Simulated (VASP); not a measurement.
Given:

```yaml
crystal:
  lattice:
    - [3.20084, 0.00000, 0.00000]
    - [-1.60042, 2.77201, 0.00000]
    - [0.00000, 0.00000, 15.44575]
  atoms:
    - { symbol: B, position: [0.66667, 0.33333, 0.50000] }
    - { symbol: P, position: [0.33333, 0.66667, 0.50000] }
```

The numbers are results of r2SCAN meta-GGA, VASP's PBE PAW potentials (set 64) (plane waves; VASP), not measurements. Run with 520 eV cut-off, 11×11×1 Γ-centred mesh, tetrahedra with Blöchl corrections, potentials B P.

The cell holds a wide vacuum, so values per volume refer to the whole cell.

Task: Predict the energy per atom (σ→0), band gap (over mesh and band path) with the smallest direct gap where there is one.

Result: 
```yaml
band gap (over mesh and band path): 1.10 eV
smallest direct gap (over mesh and band path): 1.10 eV
energy per atom (σ→0): -8.239 eV/atom
```

Total energies compare only between runs with the same potentials, cut-off and functional.

The cell is a sheet with vacuum, built from a generated structure.
